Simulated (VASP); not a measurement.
Output of a VASP run:

**OSZICAR**
```
...
DAV:   4    -0.108343074997E+02   -0.70150E-07   -0.18373E-07   595   0.314E-03
  10 F= -.39628651E+01 E0= -.39624334E+01  d E =-.476415E-01
       N       E                     dE             d eps       ncg     rms          rms(c)
DAV:   1    -0.108099508823E+02    0.24357E-01   -0.48529E-01   624   0.428E+00    0.410E-01
DAV:   2    -0.108078172169E+02    0.21337E-02   -0.13321E-02   719   0.820E-01    0.200E-01
DAV:   3    -0.108066140944E+02    0.12031E-02   -0.23193E-03   669   0.305E-01    0.528E-02
DAV:   4    -0.108066046196E+02    0.94748E-05   -0.15527E-04   729   0.862E-02    0.265E-02
DAV:   5    -0.108066061061E+02   -0.14865E-05   -0.80562E-06   674   0.217E-02    0.445E-03
DAV:   6    -0.108066061495E+02   -0.43367E-07   -0.97405E-07   674   0.746E-03
  11 F= -.39710701E+01 E0= -.39707561E+01  d E =-.820499E-02
       N       E                     dE             d eps       ncg     rms          rms(c)
DAV:   1    -0.107864234602E+02    0.20183E-01   -0.19265E-01   624   0.270E+00    0.259E-01
DAV:   2    -0.107855271064E+02    0.89635E-03   -0.52698E-03   699   0.517E-01    0.127E-01
DAV:   3    -0.107850275208E+02    0.49959E-03   -0.97219E-04   679   0.197E-01    0.330E-02
DAV:   4    -0.107850241016E+02    0.34192E-05   -0.61004E-05   729   0.541E-02    0.170E-02
DAV:   5    -0.107850246968E+02   -0.59521E-06   -0.31640E-06   684   0.137E-02    0.266E-03
DAV:   6    -0.107850246942E+02    0.25657E-08   -0.37930E-07   599   0.465E-03
  12 F= -.39727356E+01 E0= -.39724521E+01  d E =-.987049E-02
       N       E                     dE             d eps       ncg     rms          rms(c)
DAV:   1    -0.107834675646E+02    0.15571E-02   -0.86217E-04   624   0.181E-01    0.172E-02
DAV:   2    -0.107834634763E+02    0.40883E-05   -0.23253E-05   699   0.344E-02    0.857E-03
DAV:   3    -0.107834611612E+02    0.23151E-05   -0.45061E-06   679   0.133E-02    0.219E-03
DAV:   4    -0.107834611525E+02    0.86824E-08   -0.26143E-07   618   0.356E-03
  13 F= -.39727441E+01 E0= -.39724611E+01  d E =-.987893E-02
       N       E                     dE             d eps       ncg     rms          rms(c)
DAV:   1    -0.107357018778E+02    0.47759E-01   -0.60023E-02   644   0.160E+00    0.280E-01
DAV:   2    -0.107344131133E+02    0.12888E-02   -0.19669E-03   674   0.321E-01    0.142E-01
DAV:   3    -0.107338831076E+02    0.53001E-03   -0.14376E-03   634   0.227E-01    0.354E-02
DAV:   4    -0.107338855388E+02   -0.24313E-05   -0.18867E-05   714   0.324E-02    0.217E-02
DAV:   5    -0.107338864159E+02   -0.87709E-06   -0.11008E-06   659   0.831E-03    0.436E-03
DAV:   6    -0.107338864744E+02   -0.58457E-07   -0.14982E-07   327   0.275E-03
  14 F= -.39722441E+01 E0= -.39719863E+01  d E =0.500022E-03
       N       E                     dE             d eps       ncg     rms          rms(c)
DAV:   1    -0.107672535251E+02   -0.33367E-01   -0.25266E-02   644   0.104E+00    0.181E-01
DAV:   2    -0.107667036576E+02    0.54987E-03   -0.83228E-04   669   0.209E-01    0.918E-02
DAV:   3    -0.107664735851E+02    0.23007E-03   -0.60974E-04   634   0.148E-01    0.234E-02
DAV:   4    -0.107664742329E+02   -0.64778E-06   -0.79386E-06   709   0.210E-02    0.146E-02
DAV:   5    -0.107664743922E+02   -0.15936E-06   -0.48364E-07   644   0.548E-03    0.305E-03
DAV:   6    -0.107664743811E+02    0.11156E-07   -0.66911E-08   312   0.185E-03
  15 F= -.39729441E+01 E0= -.39726705E+01  d E =-.200041E-03
```

### OUTCAR
```
------------------------ aborting loop because EDIFF is reached ----------------------------------------
  FORCE on cell =-STRESS in cart. coord.  units (eV):
  Direction    XX          YY          ZZ          XY          YZ          ZX
  --------------------------------------------------------------------------------------
  Total        6.7943640      6.7943639      6.8010859      0.0000000      0.0000000      0.0000000
  in kB      200.0245438    200.0245408    200.2224377      0.0000000      0.0000000      0.0000000
  external PRESSURE =       0.0905074 kB  Pullay stress =     200.0000000 kB
  volume of cell :       54.42
      direct lattice vectors                 reciprocal lattice vectors
     1.746551136 -3.025115284  0.000000000     0.286278477 -0.165282957 -0.000000000
     1.746551136  3.025115284 -0.000000000     0.286278477  0.165282957  0.000000000
     0.000000000 -0.000000000  5.150185479     0.000000000  0.000000000  0.194167764
 POSITION                                       TOTAL-FORCE (eV/Angst)
 -----------------------------------------------------------------------------------
      2.25956     -2.13655      3.43346        -0.003443     -0.005964      0.000000
      2.46708     -0.00000      0.00000         0.006886      0.000000      0.000000
      2.25956      2.13655      1.71673        -0.003443      0.005964     -0.000000
 -----------------------------------------------------------------------------------
    total drift:                               -0.000241     -0.000420      0.000013
  FREE ENERGIE OF THE ION-ELECTRON SYSTEM (eV)
  ---------------------------------------------------
  free  energy   TOTEN  =       -10.7664743811 eV

  energy  without entropy=      -10.7659270808  energy(sigma->0) =      -10.76620073
  enthalpy is  TOTEN    =        -3.9729441170 eV   P V=        6.7935302641

 reached required accuracy - stopping structural energy minimisation
```
(Selected blocks of OUTCAR.)

**POSCAR**
```
Se
1
    2.0216429664    -3.5015883213    -0.0000000000
    2.0216429664     3.5015883213     0.0000000000
    0.0000000000     0.0000000000     5.1265898408
Se
3
Direct
  0.0000000000   0.2483172003   0.6666670000
  0.7516827997   0.7516827997   0.0000000000
  0.2483172003   0.0000000000   0.3333330000
```

Task: Write an INCAR and KPOINTS that could have produced this output.

Result: This is not unique; one that fits is the input of the run itself, PBEsol GGA, plane waves, VASP's PBE PAW potentials (set 64).

INCAR:
```
SYSTEM = Se
PREC = Accurate
ENCUT = 480
EDIFF = 1E-7
NELM = 100
ALGO = Normal
LREAL = .FALSE.
LASPH = .TRUE.
ISMEAR = 0
SIGMA = 0.05
GGA = PS
LMAXMIX = 4
LWAVE = .FALSE.
LCHARG = .FALSE.
ISIF = 3
IBRION = 2
NSW = 40
EDIFFG = -0.01
PSTRESS = 200
```

KPOINTS:
```
Automatic mesh
0
Gamma
6 6 4
0 0 0
```

POTCAR, in this order: Se (PBE.64 set). Program: vasp_std.

Energy and stress use the plane-wave basis of the starting cell. Without a dispersion term in the relaxation, distances and binding between the weakly bound layers, chains or molecules are unreliable, and so is what depends on them.

The compound is Se in the trig structure. This run relaxes it under an external pressure of 20 GPa. Symmetry was kept, so distortions that lower it aren't found. The k-mesh is coarse (spacing up to 0.35 per Å, 2π included), so the numbers may not be converged in it.
